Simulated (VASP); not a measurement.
```yaml
crystal:
  lattice:
    - [2.26767, -3.92772, 0.00000]
    - [2.26767, 3.92772, 0.00000]
    - [0.00000, 0.00000, 5.95648]
  atoms:
    - { symbol: Te, position: [0.00000, 0.26623, 0.66667] }
    - { symbol: Te, position: [0.73377, 0.73377, 0.00000] }
    - { symbol: Te, position: [0.26623, 0.00000, 0.33333] }
```

The numbers are results of HSE06 screened hybrid, VASP's PBE PAW potentials (set 64) (plane waves; VASP), not measurements. Settings: 520 eV cut-off, 4×4×4 Γ-centred mesh, Gaussian smearing of 0.050 eV, potentials Te.

Q: Give the force on each atom (eV/Å).

A: 
| atom | Fx | Fy | Fz |
|---|---|---|---|
| Te1 | -0.238 | -0.411 | 0.000 |
| Te2 | 0.475 | 0.000 | 0.000 |
| Te3 | -0.238 | 0.411 | 0.000 |

Q: Give the stress tensor in GPa (positive for a compressed cell).

A: 
```
-1.71   0.00   0.00
 0.00  -1.71   0.00
 0.00   0.00  -3.07
```
The pressure is its mean diagonal, -2.16 GPa.

The compound is Te in the trig structure. It was relaxed first. The cell's shape comes from a PBE relaxation.
